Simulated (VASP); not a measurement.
Consider the following.

```xyz
2
Lattice="0.0000 2.7342 2.7342 2.7342 0.0000 2.7342 2.7342 2.7342 0.0000" Properties=species:S:1:pos:R:3 pbc="T T T"
Si     0.0000     0.0000     0.0000
Si     1.3671     1.3671     1.3671
```

Calculation: PBE GGA, VASP's PBE PAW potentials (set 64) (plane waves; VASP). Numerical set-up: 480 eV cut-off, 8×8×8 Γ-centred mesh, Gaussian smearing of 0.050 eV, potentials Si.

Each relaxation starts from this cell; other phases were not tried.

### Question
The cell is relaxed at 1 GPa. What happens?

### Answer
The volume per atom goes from 20.44 to 20.22 Å³ (-1.1 %), and the cell becomes a = b = c = 5.449 Å, α = β = γ = 90.00°, space group Fd-3m. The gap on the mesh goes from 0.65 to 0.63 eV.

### Question
The cell is relaxed at 5 GPa. What happens?

### Answer
The volume per atom goes from 20.44 to 19.44 Å³ (-4.9 %), and the cell becomes a = b = c = 5.3780 Å, α = β = γ = 90.00°, space group Fd-3m. The gap on the mesh goes from 0.65 to 0.57 eV.

Failed runs are left out, and for metals the shear rows, which the mesh's noise covers.

The compound is Si in the diamond structure.
